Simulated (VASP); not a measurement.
VASP ran on this input.

### INCAR
```
! general
SYSTEM = Li2O
PREC   = Accurate
ENCUT  = 400
LREAL  = .FALSE.
LASPH  = .TRUE.

! electronic loop
EDIFF  = 1E-12
NELM   = 100
ALGO   = Normal

! smearing
ISMEAR = 0
SIGMA  = 0.01

! ions
ISIF   = 2

! output
LWAVE  = .FALSE.
LCHARG = .FALSE.
```

POSCAR:
```
Li2O
1
    0.0000000000     2.3512870000     2.3512870000
    2.3512870000     0.0000000000     2.3512870000
    2.3512870000     2.3512870000     0.0000000000
Li O
2 1
Direct
  0.7500000000   0.7500000000   0.7500000000
  0.2500000000   0.2500000000   0.2500000000
  0.0000000000   0.0000000000   0.0000000000
```

### KPOINTS
```
K-points
0
gamma
  8 8 8
0 0 0
```

POTCAR, in this order: Li_sv O (LDA.64 set). Program: vasp_std.

Write an equivalent input for Ansatz.

One equivalent input (not run):
Ansatz 0.2 input:
```yaml
crystal:
  lattice:
    - [0.0000000, 2.3512870, 2.3512870]
    - [2.3512870, 0.0000000, 2.3512870]
    - [2.3512870, 2.3512870, 0.0000000]
  atoms:
    - { symbol: Li, position: [0.7500000, 0.7500000, 0.7500000] }
    - { symbol: Li, position: [0.2500000, 0.2500000, 0.2500000] }
    - { symbol: O, position: [0.0000000, 0.0000000, 0.0000000] }
kpoints:
  mp_grid: { grid: [8, 8, 8] }
hamiltonian:
  xc: lda
  pseudopotentials: { kind: paw }
scf:
  occupations: { method: gaussian, width: 0.01 }
  max_iter: 100
output: { forces: true, stress: true, eigenvalues: true }
```
What does not carry over: each code has its own PAW files, so the cut-off isn't converted (ENCUT is set for VASP's; basis.ecutwfc is left out, and Ansatz then takes the one that its files recommend); Ansatz stops its SCF on the density residual and VASP on the energy change (EDIFF); Ansatz's lda is the Perdew-Wang form, while the LDA potentials of VASP carry Perdew-Zunger's.

The structure comes from a computed database's Li2O entry; how it stands against other phases isn't given here. The cell was not relaxed at this level. The run is one of a series of settings (EDIFF = 1E-12 against the base run), some of them coarse on purpose.
